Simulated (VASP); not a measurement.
```
Pt
1.0
    0.00000     1.96000     1.96000
    1.96000     0.00000     1.96000
    1.96000     1.96000     0.00000
Pt
1
Direct
  0.00000   0.00000   0.00000
```

Computed with r2SCAN+rVV10, VASP's PBE PAW potentials (set 64) (plane waves; VASP 6.6.1). Numerical set-up: 520 eV cut-off, 14×14×14 Γ-centred mesh, first-order Methfessel-Paxton smearing of 0.10 eV, potentials Pt.

### Question
The ions, cell shape and volume are relaxed. Which structure does the run end with?

### Answer

```
Pt
1.0
    0.00000     1.96662     1.96662
    1.96662     0.00000     1.96662
    1.96662     1.96662     0.00000
Pt
1
Cartesian
  0.00000   0.00000   0.00000
```
Space group Fm-3m (225), at a tolerance of 0.03 Å.

### Question
How do energy and volume change from the first to the last step?

### Answer
The energy (σ→0) changes by -1.4 meV/atom and the volume by +1.0 %, in 3 ionic steps.

The compound is Pt in the fcc structure. This run relaxes it. Symmetry was kept, so distortions that lower it aren't found.
